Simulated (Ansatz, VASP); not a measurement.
## One calculation of HfMoC2, two programs

```xyz
4
Lattice="3.2334 0.0000 0.0000 0.0000 3.2334 0.0000 0.0000 0.0000 4.5442" Properties=species:S:1:pos:R:3 pbc="T T T"
Hf    0.0000    0.0000    0.0000
Mo    1.6167    1.6167    2.2721
C     1.6167    1.6167    0.0000
C     0.0000    0.0000    2.2721
```

Change from the starting cell: volume scaled by 1.04.

Alike in both runs: task single point; functional PBE; k mesh 8 × 8 × 6; occupations fermi-dirac, width 0.05 eV; no spin polarisation.

```csv
,VASP,Ansatz
version,VASP 6.6.1,Ansatz 0.2.0
potentials or method,"VASP PAW PBE potentials, release 64 (Hf_pv, Mo_sv, C)",Ansatz PAW
plane-wave cutoff (eV),520,420
valence electrons in the cell,32,48
```

VASP gave:

| Quantity | Value |
| --- | --- |
| gap on the k mesh at the Fermi level (eV) | none |
| pressure (GPa) | -11.3 |
| largest component of the traceless stress (GPa) | 2.65 |

Task: Estimate Ansatz's values.

Result: gap on the k mesh at the Fermi level (eV): none; pressure (GPa): -11.1; largest component of the traceless stress (GPa): 2.68.

A gap of «none» marks a metal or a gap that the smearing closes. The two sets of potentials don't hold the same shells in valence.

Spin-orbit coupling is left out, which matters for the levels of Hf.
